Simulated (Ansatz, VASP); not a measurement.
**Two plane-wave programs on BaNb**

```
Ba Nb
1.0
     3.18202    0.00000    0.00000
     0.00000    5.23781    0.00000
     0.00000    0.00000    6.54641
Ba Nb
2 2
Direct
  0.50000 0.00000 0.55490
  0.00000 0.50000 0.44510
  0.00000 0.00000 0.07412
  0.50000 0.50000 0.92588
```

Change from the starting cell: species swapped into the CeMg type (Pmmn, No. 59).

Alike in both runs: task single point; functional PBE; k mesh 6 × 4 × 4; occupations gaussian, width 0.1 eV; no spin polarisation.

|  | VASP | Ansatz |
| --- | --- | --- |
| version | VASP 6.6.1 | Ansatz 0.2.0 |
| potentials or method | VASP PAW PBE potentials, release 64 (Ba_sv, Nb_sv) | scalar-relativistic, plane waves, PAW |
| plane-wave cutoff (eV) | 520 | 420 |
| valence electrons in the cell | 46 | 46 |

Ansatz gave:

* gap on the k mesh at the Fermi level (eV): none
* pressure (GPa): 0.9
* largest component of the traceless stress (GPa): 2.11
* rms of the force components (eV/Å): 0.888

Task: Which values does VASP return?

Result: gap on the k mesh at the Fermi level (eV): none; pressure (GPa): 2.7; largest component of the traceless stress (GPa): 2.64; rms of the force components (eV/Å): 0.945.

Atom by atom the forces differ by 0.057 eV/Å (rms over components). A gap of «none» marks a metal or a gap that the smearing closes. With one functional, cell and mesh, what is left measures potentials, basis and numerics.

Caveats: forces of over 1 eV/Å show positions far from the minimum, so gaps and moduli don't describe the material at rest. The runs have no spin-orbit coupling, so splittings on Ba are missing.
